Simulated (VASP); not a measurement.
Crystal: Fe.

```
CELL_PARAMETERS angstrom
-1.42955 1.42955 1.42955
1.42955 -1.42955 1.42955
1.42955 1.42955 -1.42955
ATOMIC_POSITIONS crystal
Fe 0.00000 0.00000 0.00000
```

| Property | Result |
| --- | --- |
| Program | VASP 6.6.1 |
| Task | relaxation of cell and atoms |
| Functional | PBEsol |
| Potentials or basis | VASP PAW PBE potentials, release 64 (Fe) |
| Cutoff | 580 eV |
| k mesh | 20 × 20 × 20 |
| Occupations | gaussian, width 0.1 eV |
| Spin | collinear spin, ferromagnetic start |
| Starting moments | [3.0] μB |

At the start: pressure -13.9 GPa; volume 11.69 Å³/atom.

Where does the relaxation end?

Over 4 steps the energy falls by 41.1 meV/atom and the volume is 10.80 Å³/atom (-7.5 %); space group Im-3m (No. 229, to 0.05 Å); moment 2.09 μB per cell.

Step by step:
| step | energy change (eV) | largest force (eV/Å) | pressure (GPa) | volume (Å³) |
| --- | --- | --- | --- | --- |
| 1 | 0.0000 | 0.0000 | -13.86 | 11.69 |
| 2 | 0.0014 | 0.0000 | 19.54 | 10.06 |
| 3 | -0.0410 | 0.0000 | -0.44 | 10.82 |
| 4 | -0.0411 | 0.0000 | -0.07 | 10.80 |

Final structure:
```yaml
crystal:
  lattice:
    - [-1.39268, 1.39268, 1.39268]
    - [1.39268, -1.39268, 1.39268]
    - [1.39268, 1.39268, -1.39268]
  atoms:
    - { symbol: Fe, position: [0.00000, 0.00000, 0.00000] }
```

Caveat: the PAW data sets were made with another functional, which shifts forces and pressure a little.
